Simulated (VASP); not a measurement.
# TiOs (Pm-3m) in VASP: notebook

One crystal, TiOs, is run at these levels: LDA; tasks: single point, relaxation of cell and atoms.

Everything below comes from runs of VASP 6.6.1. Logs are shortened: lines on timing, memory, paths and dates and some standing lists are left out, and cuts for length are marked.

## 1. The structure

Symmetry: Pm-3m, No. 221, cubic system. Conventional cell: a = 3.042 Å, b = 3.042 Å, c = 3.042 Å, α = 90.00°, β = 90.00°, γ = 90.00°. Ti (site symmetry m-3m) is surrounded by 8 Os at 2.63 Å. Around Os (site symmetry m-3m) lie 8 Ti at 2.63 Å.

## 2. Single point, LDA

Contents of INCAR:

```
PREC     = Accurate       # precision mode
ENCUT    = 520            # plane-wave cutoff, eV
EDIFF    = 1E-6           # SCF threshold, eV
ISMEAR   = -1             # smearing method
SIGMA    = 0.1            # smearing width, eV
LREAL    = F              # projectors in reciprocal space
LASPH    = T              # aspherical terms in the spheres
NELM     = 100            # most SCF steps
ALGO     = Normal         # electronic algorithm
ISIF     = 2              # what is computed and relaxed
LWAVE    = F              # write WAVECAR
LCHARG   = F              # write CHGCAR
GGA      = CA             # functional
NBANDS   = 17             # bands
```

Contents of KPOINTS:

```
Automatic mesh
0
Gamma
  7 7 7
```

Contents of POSCAR:

```
TiOs
1.0
    3.0418251010      0.0000000000      0.0000000000
    0.0000000000      3.0418251010      0.0000000000
    0.0000000000      0.0000000000      3.0418251010
Ti Os
1 1
Direct
    0.5000000000      0.5000000000      0.5000000000
    0.0000000000      0.0000000000      0.0000000000
```

Potentials or basis: VASP PAW LDA potentials, release 64 (Ti_sv, Os).

Run with:

```
$ cat potpaw_LDA.64/Ti_sv/POTCAR potpaw_LDA.64/Os/POTCAR > POTCAR
$ mpirun -np 1 vasp_std > vasp.out
```

OUTCAR:

```text
PREC = Accurate
   ENCUT = 520
   EDIFF = 1E-6
   ISMEAR = -1
   LREAL = F
   LASPH = T
   NELM = 100
   ISIF = 2
   GGA = CA

 ion  position               nearest neighbor table
   1  0.500  0.500  0.500-   2 2.63   2 2.63   2 2.63   2 2.63   2 2.63   2 2.63   2 2.63   2 2.63

   2  0.000  0.000  0.000-   1 2.63   1 2.63   1 2.63   1 2.63   1 2.63   1 2.63   1 2.63   1 2.63

  LATTYP: Found a simple cubic cell.
 ALAT       =     3.0418251010

  Lattice vectors:

 A1 = (   3.0418251010,   0.0000000000,   0.0000000000)
 A2 = (   0.0000000000,   3.0418251010,   0.0000000000)
 A3 = (   0.0000000000,   0.0000000000,   3.0418251010)

Analysis of symmetry for initial positions (statically):
=====================================================================
 Subroutine PRICEL returns:
 Original cell was already a primitive cell.

 Routine SETGRP: Setting up the symmetry group for a
 simple cubic supercell.

 Subroutine GETGRP returns: Found 48 space group operations
 (whereof 48 operations were pure point group operations)
 out of a pool of 48 trial point group operations.

The static configuration has the point symmetry O_h .

Analysis of symmetry for dynamics (positions and initial velocities):
=====================================================================
 Subroutine PRICEL returns:
 Original cell was already a primitive cell.

 Routine SETGRP: Setting up the symmetry group for a
 simple cubic supercell.

 Subroutine GETGRP returns: Found 48 space group operations
 (whereof 48 operations were pure point group operations)
 out of a pool of 48 trial point group operations.

The dynamic configuration has the point symmetry O_h .

 Subroutine INISYM returns: Found 48 space group operations
 (whereof 48 operations are pure point group operations),
 and found     1 'primitive' translations

----------------------------------------------------------------------------------------

                                     Primitive cell

  volume of cell :      28.1451

  direct lattice vectors                    reciprocal lattice vectors
     3.041825101  0.000000000  0.000000000     0.328749999  0.000000000  0.000000000
     0.000000000  3.041825101  0.000000000     0.000000000  0.328749999  0.000000000
     0.000000000  0.000000000  3.041825101     0.000000000  0.000000000  0.328749999

  length of vectors
     3.041825101  3.041825101  3.041825101     0.328749999  0.328749999  0.328749999

  position of ions in fractional coordinates (direct lattice)
     0.500000000  0.500000000  0.500000000
     0.000000000  0.000000000  0.000000000

  ion indices of the primitive-cell ions
   primitive index   ion index
                 1           1
                 2           2

----------------------------------------------------------------------------------------

 KPOINTS: Automatic mesh

Automatic generation of k-mesh.
 Grid dimensions read from file:
 generate k-points for:    7    7    7

 Generating k-lattice:

  Cartesian coordinates                     Fractional coordinates (reciprocal lattice)
     0.046964286  0.000000000  0.000000000     0.142857143  0.000000000  0.000000000
     0.000000000  0.046964286  0.000000000     0.000000000  0.142857143  0.000000000
     0.000000000  0.000000000  0.046964286     0.000000000  0.000000000  0.142857143

  Length of vectors
     0.046964286  0.046964286  0.046964286

  Shift w.r.t. Gamma in fractional coordinates (k-lattice)
     0.000000000  0.000000000  0.000000000

 Subroutine IBZKPT returns following result:
 ===========================================

 Found     20 irreducible k-points:

 Following reciprocal coordinates:
            Coordinates               Weight
  0.000000  0.000000  0.000000      1.000000
  0.142857  0.000000  0.000000      6.000000
  0.285714  0.000000  0.000000      6.000000
  0.428571  0.000000  0.000000      6.000000
  0.142857  0.142857  0.000000     12.000000
  0.285714  0.142857  0.000000     24.000000
[... 12 lines left out ...]
  0.428571  0.428571  0.285714     24.000000
  0.428571  0.428571  0.428571      8.000000
   k-points           NKPTS =     20   k-points in BZ     NKDIM =     20   number of bands    NBANDS=     17
   number of dos      NEDOS =    301   number of ions     NIONS =      2
   total plane-waves  NPLWV =  13824
   dimension x,y,z NGX =    24 NGY =   24 NGZ =   24
   dimension x,y,z NGXF=    48 NGYF=   48 NGZF=   48
   ions per type =               1   1
   NGX,Y,Z   is equivalent  to a cutoff of  13.12, 13.12, 13.12 a.u.
   NGXF,Y,Z  is equivalent  to a cutoff of  26.23, 26.23, 26.23 a.u.
 SYSTEM =  unknown system
   PREC   = accura    normal or accurate (medium, high low for compatibility)
   ISTART =      0    job   : 0-new  1-cont  2-samecut
   ICHARG =      2    charge: 1-file 2-atom 10-const
   ISPIN  =      1    spin polarized calculation?
   LNONCOLLINEAR =      F non collinear calculations
   LSORBIT =      F    spin-orbit coupling
   LASPH  =      T    aspherical Exc in radial PAW
   ENCUT  =  520.0 eV  38.22 Ry    6.18 a.u.   5.66  5.66  5.66*2*pi/ulx,y,z
   NELM   =    100;   NELMIN=  2; NELMDL= -5     # of ELM steps
   EDIFF  = 0.1E-05   stopping-criterion for ELM
   LREAL  =      F    real-space projection
   EDIFFG = 0.1E-04   stopping-criterion for IOM
   NSW    =      0    number of steps for IOM
   IBRION =     -1    ionic relax: 0-MD 1-quasi-New 2-CG
   NFREE  =      0    steps in history (QN), initial steepest desc. (CG)
   ISIF   =      2    stress and relaxation
   ISYM   =      2    0-nonsym 1-usesym 2-fastsym
   POTIM  = 0.5000    time-step for ionic-motion
   TEBEG  =    0.0;   TEEND  =   0.0 temperature during run
   PSTRESS=    0.0 pullay stress
   NELECT =      20.0000    total number of electrons
   NUPDOWN=      -1.0000    fix difference up-down
   EMIN   =  10.00;   EMAX   =-10.00  energy-range for DOS
   EFERMI =   0.00;   METHOD = LEGACY
   ISMEAR =    -1;   SIGMA  =   0.10  broadening in eV -4-tet -1-fermi 0-gaus
   EFERMI_NEDOS =   21; number of points for ismear=-14 and -15
   IALGO  =     38    algorithm
   IMIX   =      4    mixing-type and parameters
     AMIX     =   0.40;   BMIX     =  1.00
     AMIX_MAG =   1.60;   BMIX_MAG =  1.00
  volume/ion in A,a.u.               =      14.07        94.97
  Fermi-wavevector in a.u.,A,eV,Ry     =   1.460889  2.760680 29.037514  2.134197
  Thomas-Fermi vector in A             =   2.577285
   LORBIT       =      0    0 simple, 1 ext, 2 COOP (PROOUT), +10 PAW based schemes
   GGA     = CA    functional components
   LHFCALC =     F    Hartree Fock is set to
   AEXX    =    0.0000 exact exchange contribution
   IVDW    =     0    specifies the selected vdW correction
   LEPSILON=     F    determine dielectric tensor
   LRPA    =     F    only Hartree local field effects (RPA)
 non-spin polarized calculation
  energy-cutoff  :      520.00
  volume of cell :       28.15
 maximum number of plane-waves:       772
 NGX is ok and might be reduce to    24
   NGX = 11   NGY = 11   NGZ = 11

 number of electron      20.0000005 magnetization

 Free energy of the ion-electron system (eV)
  ---------------------------------------------------
  ext. energy  EPLUGINS =         0.00000000
  ---------------------------------------------------
  free energy    TOTEN  =       -22.67792749 eV

  energy without entropy =      -22.66149730  energy(sigma->0) =      -22.66971240

 E-fermi :   9.7356     XC(G=0): -13.5213

 val. band max:        9.5364807188   @ k =   0.4286   0.0000   0.0000
 cond. band min:       9.8665767310   @ k =   0.4286   0.1429   0.0000
 fundamental gap:      0.3300960121
 Fermi energy:         9.7356051371

 k-point     1 :       0.0000    0.0000    0.0000
  band No.  band energies     occupation
      1     -46.5209      2.00000
      2     -23.0404      2.00000
      3     -23.0404      2.00000
      4     -23.0404      2.00000
      5       1.1233      2.00000
      6       4.1957      2.00000
[... 9 lines left out ...]
     16      19.0870      0.00000
     17      19.0870      0.00000

 k-point     2 :       0.1429    0.0000    0.0000
  band No.  band energies     occupation
      1     -46.5147      2.00000
      2     -23.0962      2.00000
      3     -23.0393      2.00000
      4     -23.0393      2.00000
      5       1.5790      2.00000
      6       4.4133      2.00000
[... 9 lines left out ...]
     16      17.6486      0.00000
     17      20.4733      0.00000

 k-point     3 :       0.2857    0.0000    0.0000
  band No.  band energies     occupation
      1     -46.5006      2.00000
      2     -23.2199      2.00000
      3     -23.0370      2.00000
      4     -23.0370      2.00000
      5       2.7617      2.00000
      6       5.0158      2.00000
[... 9 lines left out ...]
     16      15.1315      0.00000
     17      23.2997      0.00000

 k-point     4 :       0.4286    0.0000    0.0000
  band No.  band energies     occupation
      1     -46.4893      2.00000
      2     -23.3174      2.00000
      3     -23.0351      2.00000
      4     -23.0351      2.00000
      5       3.9860      2.00000
      6       5.7390      2.00000
[... 9 lines left out ...]
     16      13.6394      0.00000
     17      26.1827      0.00000

 k-point     5 :       0.1429    0.1429    0.0000
  band No.  band energies     occupation
      1     -46.5089      2.00000
      2     -23.1022      2.00000
      3     -23.0833      2.00000
      4     -23.0374      2.00000
      5       2.0043      2.00000
      6       4.6615      2.00000
[... 9 lines left out ...]
     16      18.4114      0.00000
     17      19.3655      0.00000

 k-point     6 :       0.2857    0.1429    0.0000
  band No.  band energies     occupation
      1     -46.4958      2.00000
      2     -23.2123      2.00000
      3     -23.0840      2.00000
      4     -23.0331      2.00000
      5       3.0774      2.00000
      6       5.1803      2.00000
[... 9 lines left out ...]
     16      15.9402      0.00000
     17      21.3646      0.00000

 k-point     7 :       0.4286    0.1429    0.0000
  band No.  band energies     occupation
      1     -46.4854      2.00000
      2     -23.3049      2.00000
      3     -23.0788      2.00000
      4     -23.0296      2.00000
      5       4.1529      2.00000
      6       5.7300      2.00000
[... 9 lines left out ...]
     16      13.8262      0.00000
     17      23.2112      0.00000

 k-point     8 :       0.2857    0.2857    0.0000
  band No.  band energies     occupation
      1     -46.4850      2.00000
      2     -23.2064      2.00000
      3     -23.1775      2.00000
      4     -23.0242      2.00000
      5       3.7070      2.00000
      6       5.2207      2.00000
[... 9 lines left out ...]
     16      16.2426      0.00000
     17      19.6368      0.00000
[... 123 lines left out ...]
      1     -46.4719      2.00000
      2     -23.2723      2.00000
      3     -23.1749      2.00000
      4     -23.0646      2.00000
      5       4.6794      2.00000
      6       5.2128      2.00000
[... 9 lines left out ...]
     16      15.5073      0.00000
     17      20.2996      0.00000

 k-point    16 :       0.4286    0.4286    0.1429
  band No.  band energies     occupation
      1     -46.4644      2.00000
      2     -23.2561      2.00000
      3     -23.2521      2.00000
      4     -23.0570      2.00000
      5       4.5734      2.00000
      6       4.6960      2.00000
[... 9 lines left out ...]
     16      15.5667      0.00000
     17      18.6524      0.00000

 k-point    17 :       0.2857    0.2857    0.2857
  band No.  band energies     occupation
      1     -46.4701      2.00000
      2     -23.1793      2.00000
      3     -23.1778      2.00000
      4     -23.1778      2.00000
      5       5.2460      2.00000
      6       6.2599      2.00000
[... 9 lines left out ...]
     16      19.4747      0.00000
     17      19.6844      0.00000

 k-point    18 :       0.4286    0.2857    0.2857
  band No.  band energies     occupation
      1     -46.4618      2.00000
      2     -23.2624      2.00000
      3     -23.1780      2.00000
      4     -23.1636      2.00000
      5       5.4118      2.00000
      6       5.9043      2.00000
[... 9 lines left out ...]
     16      17.0795      0.00000
     17      19.9273      0.00000

 k-point    19 :       0.4286    0.4286    0.2857
  band No.  band energies     occupation
      1     -46.4537      2.00000
      2     -23.2550      2.00000
      3     -23.2545      2.00000
      4     -23.1674      2.00000
      5       5.3186      2.00000
      6       5.9933      2.00000
[... 9 lines left out ...]
     16      17.6958      0.00000
     17      18.3747      0.00000

 k-point    20 :       0.4286    0.4286    0.4286
  band No.  band energies     occupation
      1     -46.4451      2.00000
      2     -23.2565      2.00000
      3     -23.2565      2.00000
      4     -23.2523      2.00000
      5       5.7766      2.00000
      6       6.0285      2.00000
[... 9 lines left out ...]
     16      19.0396      0.00000
     17      19.7261      0.00000

------------------------ aborting loop because EDIFF is reached ----------------------------------------

  FORCE on cell =-STRESS in cart. coord.  units (eV):
  Direction    XX          YY          ZZ          XY          YZ          ZX
  --------------------------------------------------------------------------------------
  -------------------------------------------------------------------------------------
  Total        0.0692937      0.0692937      0.0692937     -0.0000000     -0.0000000     -0.0000000
  in kB        3.9445889      3.9445889      3.9445889     -0.0000000     -0.0000000     -0.0000000
  external PRESSURE =       3.9445889 kB  Pullay stress =       0.0000000 kB

 VOLUME and BASIS-vectors are now :
 -----------------------------------------------------------------------------
  energy-cutoff  :      520.00
  volume of cell :       28.15
      direct lattice vectors                 reciprocal lattice vectors
     3.041825101  0.000000000  0.000000000     0.328749999  0.000000000  0.000000000
     0.000000000  3.041825101  0.000000000     0.000000000  0.328749999  0.000000000
     0.000000000  0.000000000  3.041825101     0.000000000  0.000000000  0.328749999

 POSITION                                       TOTAL-FORCE (eV/Angst)
 -----------------------------------------------------------------------------------
      1.52091      1.52091      1.52091         0.000000      0.000000      0.000000
      0.00000      0.00000      0.00000         0.000000      0.000000      0.000000
 -----------------------------------------------------------------------------------
    total drift:                                0.000000      0.000000     -0.000000

  FREE ENERGIE OF THE ION-ELECTRON SYSTEM (eV)
  ---------------------------------------------------
  free  energy   TOTEN  =       -22.6779274929 eV

  energy  without entropy=      -22.6614973020  energy(sigma->0) =      -22.66971240
```

It took 3.5 s on 1 thread of Intel Xeon 6975P-C (Granite Rapids), shared host; peak memory 0.13 GiB.

Results:

```yaml
Free_energy: -22.6779 eV
Pressure: 0.4 GPa
Band_gap_on_the_k_mesh: none (metal or under the smearing width)
```

Spin-orbit coupling is left out, which matters for the levels of Os.

## 3. Relaxation of cell and atoms, LDA

This run uses another cell than the first one, of 14.61 Å³/atom, 1.038 times its volume.

Contents of INCAR:

```
PREC     = Accurate       # precision mode
ENCUT    = 600            # plane-wave cutoff, eV
EDIFF    = 1E-6           # SCF threshold, eV
ISMEAR   = -1             # smearing method
SIGMA    = 0.1            # smearing width, eV
LREAL    = F              # projectors in reciprocal space
LASPH    = T              # aspherical terms in the spheres
NELM     = 100            # most SCF steps
ALGO     = Fast           # electronic algorithm
ISIF     = 3              # what is computed and relaxed
LWAVE    = F              # write WAVECAR
LCHARG   = F              # write CHGCAR
GGA      = CA             # functional
IBRION   = 2              # ionic algorithm
NSW      = 80             # ionic steps
EDIFFG   = -0.01          # ionic threshold
```

KPOINTS is that of step 2.

Contents of POSCAR:

```
TiOs
1.0
    3.0800000000      0.0000000000      0.0000000000
    0.0000000000      3.0800000000      0.0000000000
    0.0000000000      0.0000000000      3.0800000000
Ti Os
1 1
Direct
    0.5000000000      0.5000000000      0.5000000000
    0.0000000000      0.0000000000      0.0000000000
```

Potentials or basis: VASP PAW LDA potentials, release 64 (Ti_sv, Os).

Run with:

```
$ cat potpaw_LDA.64/Ti_sv/POTCAR potpaw_LDA.64/Os/POTCAR > POTCAR
$ mpirun -np 1 vasp_std > vasp.out
```

It took 31 s on 1 thread of Intel Xeon 6975P-C (Granite Rapids), shared host; peak memory 0.15 GiB.

Results (log left out):

| Item | Value |
| --- | --- |
| Free energy | -22.6801 eV |
| Relaxed volume | 14.10 Å³/atom |
| Relaxed cell | a = 3.044 Å, b = 3.044 Å, c = 3.044 Å, α = 90.00°, β = 90.00°, γ = 90.00° |
| Space group after relaxing (to 0.05 Å) | Pm-3m (No. 221) |
| Energy gained by relaxing | 15.4 meV/atom |
| Ionic steps | 4 |
| Pressure after relaxing | -0.1 GPa |
| Band gap on the k mesh | none (metal or under the smearing width) |

Step by step:
```csv
step,energy change (eV),largest force (eV/Å),pressure (GPa),volume (Å³)
1,0.0000,0.0000,-9.34,29.22
2,0.1865,0.0000,31.03,25.76
3,-0.0308,0.0000,-0.32,28.23
4,-0.0308,0.0000,-0.10,28.20
```

Final structure:
```yaml
crystal:
  lattice:
    - [3.04384, 0.00000, 0.00000]
    - [0.00000, 3.04384, 0.00000]
    - [0.00000, 0.00000, 3.04384]
  atoms:
    - { symbol: Ti, position: [0.50000, 0.50000, 0.50000] }
    - { symbol: Os, position: [0.00000, 0.00000, 0.00000] }
```

Levels at points of the mesh, in eV from the Fermi level:
| k point | band 8 | band 9 | band 10 | band 11 | band 12 | band 13 |
| --- | --- | --- | --- | --- | --- | --- |
| (0.00, 0.00, 0.00) | -1.39 | -1.39 | -1.39 | 1.88 | 1.88 | 3.84 |
